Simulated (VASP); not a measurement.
Method: r2SCAN meta-GGA, VASP's PBE PAW potentials (set 64) (plane waves; VASP).

VASP ran on this input.

**POSCAR**
```
Ni3Al
1
    3.5264148129     0.0000000000     0.0000000000
    0.0000000000     3.5264148129     0.0000000000
    0.0000000000     0.0000000000     3.5264148129
Al Ni
1 3
Direct
  0.0000000000   0.0000000000   0.0000000000
  0.0000000000   0.5000000000   0.5000000000
  0.5000000000   0.0000000000   0.5000000000
  0.5000000000   0.5000000000   0.0000000000
```

KPOINTS:
```
Automatic mesh
0
Gamma
12 12 12
0 0 0
```

### INCAR
```
ISPIN = 2
NSW = 20   ! most ionic steps
LREAL = .False.
NELMIN = 4
ISIF = 2
NELM = 100   ! most electronic steps
ENCUT = 400   ! plane-wave cut-off (eV)
LCHARG = .False.
PREC = Normal
IBRION = 2   ! conjugate gradients
LWAVE = .False.
EDIFF = 1E-5   ! SCF stop (eV)
ALGO = Normal
LORBIT = 10
MAGMOM = 0.0 3*0.5
EDIFFG = -0.03   ! ionic stop
LASPH = .True.   ! aspherical one-centre terms
LMIXTAU = .True.
ISMEAR = 1
SYSTEM = Ni3Al
SIGMA = 0.1
METAGGA = R2SCAN
LMAXMIX = 4
```

POTCAR, in this order: Al Ni (PBE.64 set). Program: vasp_std.

Output

### OUTCAR
```
 ion  position               nearest neighbor table
   1  0.000  0.000  0.000-   2 2.49   3 2.49   4 2.49   2 2.49   3 2.49   2 2.49   4 2.49   2 2.49
                             3 2.49   4 2.49   3 2.49   4 2.49
   2  0.000  0.500  0.500-   1 2.49   3 2.49   4 2.49   1 2.49   4 2.49   1 2.49   3 2.49   1 2.49
                             3 2.49   4 2.49   4 2.49   3 2.49
   3  0.500  0.000  0.500-   1 2.49   2 2.49   4 2.49   1 2.49   4 2.49   2 2.49   4 2.49   4 2.49
                             1 2.49   2 2.49   1 2.49   2 2.49
   4  0.500  0.500  0.000-   1 2.49   2 2.49   3 2.49   2 2.49   3 2.49   1 2.49   3 2.49   3 2.49
                             1 2.49   2 2.49   2 2.49   1 2.49
  LATTYP: Found a simple cubic cell.
 ALAT       =     3.5264148129
 Subroutine PRICEL returns:
 Original cell was already a primitive cell.
 Subroutine GETGRP returns: Found 48 space group operations
The static configuration has the point symmetry O_h .
The dynamic configuration has the point symmetry O_h .
The overall configuration has the point symmetry O_h .
 Subroutine INISYM returns: Found 48 space group operations
 Subroutine IBZKPT returns following result:
 Found     84 irreducible k-points:

 Following reciprocal coordinates:
            Coordinates               Weight
  0.000000  0.000000  0.000000      1.000000
  0.083333  0.000000  0.000000      6.000000
...
```

### OSZICAR
```
       N       E                     dE             d eps       ncg     rms          rms(c)
DAV:   1     0.151304103586E+03    0.15130E+03   -0.12693E+04  7104   0.171E+03
DAV:   2    -0.435112466859E+02   -0.19482E+03   -0.18650E+03  7056   0.339E+02
DAV:   3    -0.522433727169E+02   -0.87321E+01   -0.82945E+01  7833   0.101E+02
DAV:   4    -0.523851862528E+02   -0.14181E+00   -0.14118E+00  8244   0.113E+01
DAV:   5    -0.523902087068E+02   -0.50225E-02   -0.50211E-02  8629   0.199E+00    0.203E+01
DAV:   6    -0.499927767205E+02    0.23974E+01   -0.77209E+01  7661   0.153E+02    0.229E+01
DAV:   7    -0.442638598027E+02    0.57289E+01   -0.20051E+01  7870   0.770E+01    0.291E+00
DAV:   8    -0.443250377917E+02   -0.61178E-01   -0.71919E-01  8006   0.102E+01    0.255E+00
DAV:   9    -0.442903445110E+02    0.34693E-01   -0.16575E-01  7796   0.629E+00    0.984E-01
DAV:  10    -0.442963975301E+02   -0.60530E-02   -0.19261E-02  9302   0.173E+00    0.439E-01
DAV:  11    -0.442967849107E+02   -0.38738E-03   -0.27005E-03  7731   0.853E-01    0.215E-01
DAV:  12    -0.442969285738E+02   -0.14366E-03   -0.61684E-04  8224   0.347E-01    0.551E-02
DAV:  13    -0.442969478642E+02   -0.19290E-04   -0.11411E-04  7627   0.151E-01    0.279E-02
DAV:  14    -0.442969581686E+02   -0.10304E-04   -0.17518E-05  4839   0.593E-02    0.948E-03
DAV:  15    -0.442969581709E+02   -0.23110E-08   -0.39740E-06  3883   0.229E-02
   1 F= -.44296958E+02 E0= -.44297013E+02  d E =-.442970E+02  mag=     0.8951
```

File OUTCAR:
```
------------------------ aborting loop because EDIFF is reached ----------------------------------------
  FORCE on cell =-STRESS in cart. coord.  units (eV):
  Direction    XX          YY          ZZ          XY          YZ          ZX
  --------------------------------------------------------------------------------------
  Total       -0.1250450     -0.1250450     -0.1250450      0.0000000     -0.0000000      0.0000000
  in kB       -4.5685318     -4.5685318     -4.5685318      0.0000000     -0.0000000      0.0000000
  external PRESSURE =      -4.5685318 kB  Pullay stress =       0.0000000 kB
  volume of cell :       43.85
      direct lattice vectors                 reciprocal lattice vectors
     3.526414813  0.000000000  0.000000000     0.283574126  0.000000000  0.000000000
     0.000000000  3.526414813  0.000000000     0.000000000  0.283574126  0.000000000
     0.000000000  0.000000000  3.526414813     0.000000000  0.000000000  0.283574126
 POSITION                                       TOTAL-FORCE (eV/Angst)
 -----------------------------------------------------------------------------------
      0.00000      0.00000      0.00000         0.000000      0.000000      0.000000
      0.00000      1.76321      1.76321         0.000000      0.000000      0.000000
      1.76321      0.00000      1.76321         0.000000      0.000000      0.000000
      1.76321      1.76321      0.00000         0.000000      0.000000      0.000000
 -----------------------------------------------------------------------------------
    total drift:                                0.000000      0.000000      0.000000
  FREE ENERGIE OF THE ION-ELECTRON SYSTEM (eV)
  ---------------------------------------------------
  free  energy   TOTEN  =       -44.2969581709 eV

  energy  without entropy=      -44.2971238697  energy(sigma->0) =      -44.29701340

 total charge

# of ion       s       p       d       tot
------------------------------------------
    1        0.412   0.416   0.000   0.828
    2        0.521   0.571   8.387   9.479
    3        0.521   0.571   8.387   9.479
    4        0.521   0.571   8.387   9.479
--------------------------------------------------
tot          1.974   2.128  25.161  29.263

 magnetization (x)

# of ion       s       p       d       tot
------------------------------------------
    1       -0.001  -0.014   0.000  -0.016
    2       -0.007  -0.025   0.364   0.332
    3       -0.007  -0.025   0.364   0.332
    4       -0.007  -0.025   0.364   0.332
--------------------------------------------------
tot         -0.023  -0.088   1.093   0.982

 reached required accuracy - stopping structural energy minimisation
```
(Selected blocks of OUTCAR.)

The compound is Ni3Al in the L1_2 structure. It was relaxed first.
